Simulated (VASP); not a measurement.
The system is RbTaRe.

```
CELL_PARAMETERS angstrom
4.54428 0.00000 0.00000
-2.27214 3.93546 0.00000
0.00000 0.00000 4.48722
ATOMIC_POSITIONS crystal
Rb 0.66667 0.33333 0.00000
Ta 0.33333 0.66667 0.50000
Re 0.00000 0.00000 0.50000
```

The cell was built by a generator and needn't be a form met in nature.

| Property | Result |
| --- | --- |
| Program | VASP 6.6.1 |
| Task | relaxation of cell and atoms |
| Functional | RPBE |
| Potentials or basis | VASP PAW PBE potentials, release 64 (Rb_sv, Ta_pv, Re) |
| Cutoff | 600 eV |
| k mesh | 7 × 7 × 6 |
| Occupations | methfessel-paxton, width 0.2 eV |
| Spin | no spin polarisation |

At the start: pressure 0.8 GPa; volume 26.75 Å³/atom.

How do energy, volume and symmetry change on relaxing?

Over 16 steps the energy falls by 419.9 meV/atom and the volume is 33.96 Å³/atom (+27.0 %); space group P-6m2 (No. 187, to 0.05 Å).

The path:
```
step  energy change (eV)  largest force (eV/Å)  pressure (GPa)  volume (Å³)
   1              0.0000                0.0000            0.84        80.25
   2             -0.2728                0.0000            1.79        81.74
   3             -0.8923                0.0000            6.39        84.62
   4              2.0532                0.0000           34.11        84.06
   5             -0.9119                0.0000            7.93        84.94
   6             -1.0106                0.0000            6.77        87.42
   7             -1.1794                0.0000            4.02        94.92
   8             -1.2011                0.0000            2.98        98.61
   9             -1.2405                0.0000            1.75        99.49
  10             -1.2578                0.0000            0.13       100.74
  11             -1.2581                0.0000            0.29       100.62
  12             -1.2581                0.0000            0.34       100.58
  13             -1.2585                0.0000            0.30       100.78
  14             -1.2595                0.0000            0.14       101.39
  15             -1.2591                0.0000           -0.15       102.62
  16             -1.2597                0.0000            0.00       101.89
```

Final structure:
```cif
data_structure
_symmetry_space_group_name_H-M 'P 1'
_symmetry_Int_Tables_number 1
_cell_length_a 4.2732
_cell_length_b 4.2732
_cell_length_c 6.4430
_cell_angle_alpha 90.000
_cell_angle_beta 90.000
_cell_angle_gamma 120.000
_cell_volume 101.89
loop_
_atom_site_label
_atom_site_type_symbol
_atom_site_fract_x
_atom_site_fract_y
_atom_site_fract_z
_atom_site_occupancy
Rb1 Rb 0.66667 0.33333 0.00000 1
Ta1 Ta 0.33333 0.66667 0.50000 1
Re1 Re 0.00000 0.00000 0.50000 1
```

Caveat: the volume moved by over 15 % at a fixed basis, so the end points are rough; the PAW data sets were made with another functional, which shifts forces and pressure a little.
